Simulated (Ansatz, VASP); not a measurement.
# MgC2: VASP beside Ansatz

```xyz
6
Lattice="4.8283 0.0000 0.0000 0.0000 4.8283 0.0000 0.0000 0.0000 4.8283" Properties=species:S:1:pos:R:3 pbc="T T T"
Mg    0.0000    0.0000    0.0000
Mg    2.4142    2.4142    2.4142
C     1.2071    1.2071    1.2071
C     3.6212    3.6212    1.2071
C     3.6212    1.2071    3.6212
C     1.2071    3.6212    3.6212
```

Alike in both runs: functional PBE; k mesh 4 × 4 × 4; occupations gaussian, width 0.1 eV; no spin polarisation.

Ansatz relaxed the structure, and its values are those at the end. VASP's run is a single point on that final structure, the one shown.

|  | VASP | Ansatz |
| --- | --- | --- |
| version | VASP 6.6.1 | Ansatz 0.2.0 |
| potentials or method | VASP PAW PBE potentials, release 64 (Mg, C) | scalar-relativistic, plane waves, PAW |
| plane-wave cutoff (eV) | 520 | 420 |
| valence electrons in the cell | 20 | 36 |

```tsv
	VASP	Ansatz	Ansatz less VASP
gap on the k mesh at the Fermi level (eV)	none	none	-
pressure (GPa)	0.2	0.2	-0.03
```

A gap of «none» marks a metal or a gap that the smearing closes. The two sets of potentials don't hold the same shells in valence.
